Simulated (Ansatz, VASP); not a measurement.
# NiO in two plane-wave programs, part 2 of 2

Aim: how closely do two programs agree when they are given the same cell, functional and k mesh?

VASP 6.6.1 and Ansatz 0.2.0.

So far. Step 2 (VASP: single point, PBEsol, DFT+U): The run ends at a pressure of -7.52 GPa.

**3. Ansatz: single point, PBEsol, DFT+U**

Level of this step: Ansatz beside VASP: Kohn-Sham DFT, plane waves, PBEsol, DFT+U (Ansatz).

Ansatz runs on its default PAW (the set named soft_2) files.

The same cell, functional, mesh and smearing now go to Ansatz, which takes its cutoff from its data sets.

Contents of input.yaml:

```yaml
crystal:
  lattice:
    - [0.0, 2.08855, 2.08855]
    - [2.08855, 0.0, 2.08855]
    - [2.08855, 2.08855, 0.0]
  atoms:
    - { symbol: Ni, position: [0.0, 0.0, 0.0], spin: 1.0 }
    - { symbol: O, position: [0.5, 0.5, 0.5] }
hamiltonian:
  xc: pbesol
  pseudopotentials: { kind: paw }
  hubbard: { sites: [{ species: Ni, l: d, u_eff: 6.2 }] }
magnetization:
  spin_polarized: true
kpoints:
  mp_grid: { grid: [12, 12, 12] }
scf:
  occupations: { method: gaussian, width: 0.05 }
  n_extra_bands: 6
output:
  forces: true
  stress: true
  eigenvalues: true
```

The run is started by

```console
ansatz run input.yaml --threads 2 --pin off --max-ram 4608MiB --backend cpu --events-out ev --progress --plain --runs-dir out
```

Numbers of over 12 decimals in the logs are rounded to 6 here.

The log of the run:

```text
Ni: projections on atomic orbitals take those of the free atom [Ne] 3s2 3p6 3d8 4s2, of charge +0.00 (hamiltonian.pseudopotentials.projection_atoms); the dataset's partial waves leave at most 1.6e-6 of an orbital's norm unspanned inside its sphere
O: projections on atomic orbitals take those of the free atom [He] 2s2 2p4, of charge +0.00 (hamiltonian.pseudopotentials.projection_atoms); the dataset's partial waves leave at most 1.9e-8 of an orbital's norm unspanned inside its sphere
scf.n_extra_bands = 6 over 12 filled bands (N_el = 24.0): the run solves 18 bands
Engine: ansatz 0.2.0, aarch64-unknown-linux-gnu
Pseudopotentials: kind: paw
Pseudopotential: Ni, paw, valence charge 18, recommended cutoff 420 eV (normal), Ni.paw.azcp
Pseudopotential: O, paw, valence charge 6, recommended cutoff 420 eV (normal), O.paw.azcp
Functional definition: PBEsol
  exchange = pbesol_x
  correlation = pbesol_c
Crystal: 2 atoms, lattice volume = 18.221 Å³
Basis set: ecut = 420 eV, 339 PW (Γ), exchange–correlation on 40×40×40 points (8 copies of the dense FFT grid, shifted against one another)
Bands: 18, of which v1, the nominal top of the filled ones, is band 12 counted from 1 (11 counted from 0)
Symmetry: 48 space group operations
Space group: Fm-3m (ITA 225), of the structure as read, at distance tolerance 2.6e-5 Å
Magnetic group: BNS 225.116 (UNI 1618), of the structure as read, at distance tolerance 2.6e-5 Å
k-points: 72 of 1728
Non-local potential: Ni, projectors of the file, l = 0: 3, l = 1: 2, l = 2: 3, l = 3: 1
Non-local potential: O, projectors of the file, l = 0: 2, l = 1: 2, l = 2: 1
PAW form: soft (Blöchl's): semilocal exchange-correlation on the pseudo side does not see the compensation charge
PAW frozen core: Ni, regenerated for the run's functional, and the local potential with it (the file was generated under x = pbe(κ = 0.804, μ = 0.219515), c = pbe(β = 0.066725))
PAW frozen core: O, regenerated for the run's functional, and the local potential with it (the file was generated under x = pbe(κ = 0.804, μ = 0.219515), c = pbe(β = 0.066725))
PAW one-centre angular grid: Ni, 590 points (default); XC on 64 Gauss nodes
PAW one-centre angular grid: O, 110 points (default); XC on 64 Gauss nodes
Initial density: superposition of atomic densities (chi_scale 0.1, normalization cell, long waves kept (reshape's long-wave potential 0.00 eV rms))
Starting moments: Σ|m| = 1 μB on 1 of 2 sites
Initial wavefunctions: pseudopotential atomic-orbital guess
Functional: x = pbesol(κ = 0.804, μ = 0.123457), c = pbesol(β = 0.046)
SCF iter   1: F=—  HF=-6365.833460 eV  |F-HF|=—  |Δ(HF+E_count)|=         —  Δρ=3.35e-1 (↑1.79e-1 ↓3.35e-1)  dr2=3.70e1  dr2_m=1.32e0  M=0.207 μB ∫|m|=0.210 μB  β_m=0.30  ethr=3.10e-3  ⟨swp⟩=5.7  Hψ=11460  notcnv=0
preconditioner: auto → none  [metal: Δε(μ)=0.005 eV  Ē_g=18.212 eV  σ=0.050 eV  W_gap=0.06  n_scr=8 (ndim 8)  ℏωp=34.8 eV  f_vac=0.000  D(μ)=1.96/eV (n_scr^D=26)  sad-step TF]
SCF iter   2: F=—  HF=-6361.111253 eV  |F-HF|=—  |Δ(HF+E_count)|=    4.72e0  Δρ=6.03e-2 (↑3.76e-2 ↓6.03e-2)  dr2=3.44e-1  dr2_m=7.81e-2  M=0.857 μB ∫|m|=0.858 μB  β_m=1.00  ethr=3.10e-3  ⟨swp⟩=3.2  Hψ=7005  notcnv=0  defer=171
SCF iter   3: F=—  HF=-6361.232980 eV  |F-HF|=—  |Δ(HF+E_count)|=   1.22e-1  Δρ=5.46e-2 (↑4.05e-2 ↓5.46e-2)  dr2=1.66e-1  dr2_m=2.19e-1  M=1.212 μB ∫|m|=1.214 μB  β_m=1.00  ethr=1.43e-3  ⟨swp⟩=2.9  Hψ=5810  notcnv=0  defer=160
SCF iter   4: F=—  HF=-6361.528614 eV  |F-HF|=—  |Δ(HF+E_count)|=   2.96e-1  Δρ=3.84e-2 (↑3.44e-2 ↓3.84e-2)  dr2=9.33e-3  dr2_m=2.10e-1  M=1.554 μB ∫|m|=1.555 μB  β_m=1.00  ethr=6.93e-4  ⟨swp⟩=2.7  Hψ=6005  notcnv=0  defer=165
SCF iter   5: F=—  HF=-6361.946351 eV  |F-HF|=—  |Δ(HF+E_count)|=   4.18e-1  Δρ=6.42e-2 (↑2.92e-2 ↓6.42e-2)  dr2=3.76e-1  dr2_m=3.04e-1  M=1.950 μB ∫|m|=1.952 μB  β_m=1.00  ethr=3.89e-5  ⟨swp⟩=2.0  Hψ=5071  notcnv=0  defer=169
SCF iter   6: F=—  HF=-6362.564517 eV  |F-HF|=—  |Δ(HF+E_count)|=   6.18e-1  Δρ=8.92e-2 (↑4.45e-2 ↓8.92e-2)  dr2=2.54e0  dr2_m=1.74e-1  M=1.721 μB ∫|m|=1.723 μB  β_m=0.30  ethr=3.89e-5  ⟨swp⟩=3.5  Hψ=6766  notcnv=0  defer=177
SCF iter   7: F=—  HF=-6362.568986 eV  |F-HF|=—  |Δ(HF+E_count)|=   4.47e-3  Δρ=3.98e-2 (↑1.11e-2 ↓3.98e-2)  dr2=2.47e-1  dr2_m=7.05e-2  M=2.000 μB ∫|m|=2.004 μB  β_m=1.00  ethr=3.89e-5  ⟨swp⟩=3.1  Hψ=6762  notcnv=0  defer=176
SCF iter   8: F=—  HF=-6362.906932 eV  |F-HF|=—  |Δ(HF+E_count)|=   3.38e-1  Δρ=5.46e-2 (↑2.73e-2 ↓5.46e-2)  dr2=1.02e0  dr2_m=3.17e-2  M=1.984 μB ∫|m|=1.986 μB  β_m=0.30  ethr=3.89e-5  ⟨swp⟩=3.1  Hψ=6713  notcnv=0  defer=185
SCF iter   9: F=—  HF=-6362.914885 eV  |F-HF|=—  |Δ(HF+E_count)|=   7.95e-3  Δρ=1.41e-2 (↑3.76e-3 ↓1.41e-2)  dr2=2.79e-2  dr2_m=1.09e-2  M=2.000 μB ∫|m|=2.006 μB  β_m=1.00  ethr=3.89e-5  ⟨swp⟩=3.0  Hψ=6539  notcnv=0  defer=179
SCF iter  10: F=—  HF=-6363.017917 eV  |F-HF|=—  |Δ(HF+E_count)|=   1.03e-1  Δρ=7.01e-3 (↑1.80e-3 ↓7.01e-3)  dr2=1.23e-2  dr2_m=1.24e-3  M=2.000 μB ∫|m|=2.006 μB  β_m=1.00  ethr=3.89e-5  ⟨swp⟩=2.1  Hψ=4237  notcnv=0  defer=184
[...]
Mixer restart at iter 11: flushing history
spin-set hold released at iteration 11 (site moments contracting): the magnetisation degrees of freedom join the quasi-Newton model from the next iteration; the mixer history was flushed
SCF iter  12: F=—  HF=-6363.130499 eV  |F-HF|=—  |Δ(HF+E_count)|=   4.32e-2  Δρ=3.65e-3 (↑1.76e-3 ↓3.65e-3)  dr2=9.83e-4  dr2_m=1.14e-3  M=2.000 μB ∫|m|=2.007 μB  β_m=0.64  ethr=3.15e-7  ⟨swp⟩=2.0  Hψ=4851  notcnv=0  defer=184
SCF iter  13: F=—  HF=-6363.190092 eV  |F-HF|=—  |Δ(HF+E_count)|=   5.96e-2  Δρ=7.68e-3 (↑7.68e-3 ↓6.44e-3)  dr2=2.62e-2  dr2_m=7.90e-5  M=2.000 μB ∫|m|=2.007 μB  β_m=0.51  ethr=3.15e-7  ⟨swp⟩=3.6  Hψ=6895  notcnv=0  defer=185
SCF iter  14: F=—  HF=-6363.183702 eV  |F-HF|=—  |Δ(HF+E_count)|=   6.39e-3  Δρ=3.76e-3 (↑1.07e-3 ↓3.76e-3)  dr2=1.13e-3  dr2_m=9.55e-4  M=2.000 μB ∫|m|=2.008 μB  β_m=0.59  ethr=3.15e-7  ⟨swp⟩=3.2  Hψ=6951  notcnv=0  defer=185
SCF iter  15: F=—  HF=-6363.183734 eV  |F-HF|=—  |Δ(HF+E_count)|=   3.20e-5  Δρ=1.05e-3 (↑4.25e-4 ↓1.05e-3)  dr2=1.00e-4  dr2_m=7.97e-5  M=2.000 μB ∫|m|=2.007 μB  β_m=0.58  ethr=3.15e-7  ⟨swp⟩=2.0  Hψ=4243  notcnv=0  defer=185
SCF iter  16: F=—  HF=-6363.183734 eV  |F-HF|=—  |Δ(HF+E_count)|=   1.55e-7  Δρ=2.59e-4 (↑2.11e-4 ↓2.59e-4)  dr2=6.96e-6  dr2_m=6.17e-6  M=2.000 μB ∫|m|=2.007 μB  β_m=0.55  ethr=3.15e-7  ⟨swp⟩=2.3  Hψ=3744  notcnv=0  defer=185
SCF iter  17: F=—  HF=-6363.183734 eV  |F-HF|=—  |Δ(HF+E_count)|=   1.99e-7  Δρ=7.41e-5 (↑6.57e-5 ↓7.41e-5)  dr2=2.90e-8  dr2_m=8.06e-7  M=2.000 μB ∫|m|=2.007 μB  β_m=0.77  ethr=4.17e-10  ⟨swp⟩=8.4  Hψ=14419  notcnv=0
SCF iter  18: F=-6363.183734 eV  HF=-6363.183734 eV  |F-HF|=1.51e-9  |Δ(HF+E_count)|=   5.07e-7  Δρ=6.39e-6 (↑6.39e-6 ↓5.66e-6)  dr2=4.90e-9  dr2_m=4.76e-9  M=2.000 μB ∫|m|=2.007 μB  ethr=1.21e-10  ⟨swp⟩=5.0  Hψ=10727  notcnv=0
SCF 1 converged in 18 iterations: F = -6363.183734 eV  dr2 = 4.90e-9
  greatest PAW one-centre occupation: 1.002 electrons in one spin orbital (limit 2), on the Ni atom at site 0 (counted from 0), in its partial waves of l = 1
Symmetry: 8 space group operations
k-points: 242 of 1728
Initial density: read from a saved state, or passed on in memory by an earlier SCF of this step, an earlier step, the calling program or the single point that the run made first
Starting moments: Σ|m| = 1 μB on 1 of 2 sites; this step starts from the density that it was given
Initial wavefunctions: those read from a saved state, or passed on in memory by an earlier step or the calling program
iter 1 solved again at ethr=2.04e-11 eV; its pass at ethr=4.17e-6 eV (dr2=4.90e-9 eV) is discarded
SCF iter   1: F=—  HF=-6363.183734 eV  |F-HF|=—  |Δ(HF+E_count)|=         —  Δρ=6.39e-6 (↑6.39e-6 ↓5.66e-6)  dr2=4.90e-9  dr2_m=4.76e-9  M=2.000 μB ∫|m|=2.007 μB  ethr=2.04e-11  ⟨swp⟩=1.0  Hψ=51110  notcnv=0
preconditioner: auto → none  [insulator: Δε(μ)=2.000 eV  Ē_g=18.080 eV  σ=0.050 eV  W_gap=1.00  n_scr=8 (ndim 8)  ℏωp=34.8 eV  f_vac=0.000  D(μ)=0.00/eV (n_scr^D=0)  ε∞_Penn≈4.7]
an SCF along what the orbitals of the run's state read of its open shells (or to have them read: on a GPU, or by another smearing), with 40 of the crystal's symmetry operations given up (242 k-points in place of 72), reached no lower state that the run goes on to. This is no proof of a minimum
SCF converged after 18 iterations
Magnetization: 2.0000 μB (13.0000 up, 11.0000 down)
Absolute magnetization: 2.0059 μB (∫|ρ↑−ρ↓|, with the PAW one-centre terms)
Spin contamination: 0.0016 ħ² per cell (⟨S²⟩ above its minimum at these occupations)
Per-site moments (μB) at R_I (Å): [(1.711069, 0.861527), (0.215559, 0.861527)]
Free energy (F): -6363.183734 eV
Harris-Foulkes:  -6363.183734 eV  (|F-HF|=1.51e-9)
Internal energy: -6363.183734 eV  (E = F + TS)
E sigma→0 (E₀):  -6363.183734 eV
Fermi energy:    14.592058 eV
--- Per-component energies (eV) ---
  E_band       = -359.132133
  E_kinetic    = 449.613788
  E_local      = -3985.129955  (includes V_loc(G=0)·N_el)
  E_nonlocal   = 691.043629
  E_hartree    = 1633.834115
  E_xc         = -154.708158
  E_vxc        = -199.399230  (∫ρ·V_xc dr)
  E_hubbard    = 0.796969  (on-site DFT+U / exact-exchange correction)
  E_vhub       = -24.004684  (the Hubbard potential's part of the band-sum identity)
  E_paw        = -1748.198170  (= ΣΔE_a)
  E_vpaw       = -558.931471  (= ΣTr[D̂ρ^β])
  E_aug_tail   = 0.003175  (compensation charges beyond the density's cutoff)
  E_ewald      = -3250.671704
  E_core_change = 0.232577  (= ΣΔE_core)
  E_smearing   = -0.000000  (= −TS)
  E_closure    = -0.000000  (closes the sum)
  Σ components = -6363.183734   (vs F -6363.183734, Δ=0.00e0)
--- Forces (eV/Å), atoms counted from 1 ---
  atom   1  Ni    -0.00000000     0.00000000    -0.00000000
  atom   2  O      0.00000000    -0.00000000    -0.00000000
  max |Σ_I F_I| component: 2.27e-29 eV/Å
--- Stress (GPa, compression-positive) ---
        3.431688       0.000000      -0.000000
       -0.000000       3.431688      -0.000000
        0.000000       0.000000       3.431688
  P = ⅓ Tr σ = 3.4317 GPa (34.317 kbar)
--- Band table (eV; the first three rows and the last of 144) ---
  k-point 0 ↑: bands = [... 8 lower, 7.9548, 7.9548, 11.7836, 11.7836, 11.7836, 15.7709, 31.7837, 32.8313, ... 2 higher]
  k-point 1 ↑: bands = [... 8 lower, 7.9788, 7.9788, 11.3463, 11.9325, 11.9325, 16.3191, 30.1289, 32.5918, ... 2 higher]
  k-point 2 ↑: bands = [... 8 lower, 8.0758, 8.0758, 10.6053, 12.3071, 12.3071, 17.4487, 28.0304, 31.6272, ... 2 higher]
  k-point 71 ↓: bands = [... 8 lower, 10.1167, 10.8673, 10.8673, 16.3447, 16.8557, 23.2586, 25.2301, 25.2301, ... 2 higher]
Occupation matrices written to <dir>
```

Run time: 13 s. Hardware: 2 threads of Arm Neoverse N1, shared host; peak memory 0.52 GiB.

In the SCF lines HF is the Harris–Foulkes energy and dr2 the Hartree energy of the density residual, in eV; the loop may stop once dr2 is under the threshold and the program's other checks hold. Hψ counts applications of the Hamiltonian.

The run ends at a pressure of 3.43 GPa.

**4. Side by side**

Known differences besides the potentials themselves: U acts on the PAW sphere in VASP and on atomic orbitals in Ansatz, so only states and trends compare; the data sets hold 24 valence electrons in Ansatz (default PAW (the set named soft_2) files) and 16 in VASP; the cutoff is 420 eV in Ansatz and 520 eV in VASP; Ansatz makes its cores anew for this functional, VASP keeps those of its PBE data sets; site moments are counted in spheres of each program's own size. Total energies have different zeros and are not compared.

Both answers:

| quantity | Ansatz | VASP | difference |
| --- | --- | --- | --- |
| pressure (GPa) | 3.43 | -7.52 | +10.96 |
| pressure without Ansatz's Pulay correction (GPa) | 2.68 | -7.52 | +10.20 |
| gap on the k mesh (eV) | 2.000 | 2.297 | -0.298 |
| total moment (μB) | 2.00 | 2.00 | 0.00 |
| moment on Ni1 (μB) | 1.71 | 1.81 | -0.10 |
| moment on O2 (μB) | 0.22 | 0.18 | +0.04 |

A gap on the mesh is an upper bound, since the band edges may lie between its points. Ansatz's pressure holds a Pulay correction of 0.75 GPa; VASP's holds none.

**5. Outcome**

- difference in gap on the k mesh (single point, PBEsol, DFT+U): -0.30 eV
- difference in pressure (single point, PBEsol, DFT+U): 11 GPa

In words: The difference in pressure is 11 GPa (single point, PBEsol, DFT+U). 1 further run of this series is not shown here. How closely two codes agree says nothing of how well the functional describes the real material.

[Lines on the potential files, build, host, timing and source positions are cut from VASP's logs without a mark.]

[Logs are printed without paths, hosts, clocks, repeated set-up lines and the standing remarks that a program may print on its own settings, such as how far it seeks lower states.]

[Hosts, paths, dates, database ids (printed as entryN), source tags and the programs' standing remarks are cut or masked in the printed files.]
